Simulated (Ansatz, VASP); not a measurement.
**GaB4 in VASP and in Ansatz**

```
CELL_PARAMETERS angstrom
3.71727 0.00000 0.00000
0.00000 3.71727 0.00000
0.00000 0.00000 3.71727
ATOMIC_POSITIONS crystal
Ga 0.00000 0.00000 0.00000
B 0.33428 0.33428 0.33428
B 0.66572 0.66572 0.33428
B 0.33428 0.66572 0.66572
B 0.66572 0.33428 0.66572
```

Change from the starting cell: species swapped into the SnI4 type (P-43m, No. 215).

Alike in both runs: functional PBE; k mesh 4 × 4 × 4; occupations gaussian, width 0.1 eV; no spin polarisation.

Ansatz relaxed the structure, and its values are those at the end. VASP's run is a single point on that final structure, the one shown.

|  | VASP | Ansatz |
| --- | --- | --- |
| version | VASP 6.6.1 | Ansatz 0.2.0 |
| potentials or method | VASP PAW PBE potentials, release 64 (Ga_d, B) | scalar-relativistic, plane waves, PAW |
| plane-wave cutoff (eV) | 520 | 420 |
| valence electrons in the cell | 25 | 25 |

VASP gave:

| Property | Result |
| --- | --- |
| gap on the k mesh at the Fermi level (eV) | none |
| pressure (GPa) | 0.1 |
| rms of the force components (eV/Å) | 0.010 |

Task: Which values does Ansatz return?

Result: gap on the k mesh at the Fermi level (eV): none; pressure (GPa): 0.1; rms of the force components (eV/Å): 0.001.

A gap of «none» marks a metal or a gap that the smearing closes.

Caveats: the k mesh is coarse (spacing up to 0.42 Å⁻¹), so the values aren't converged.
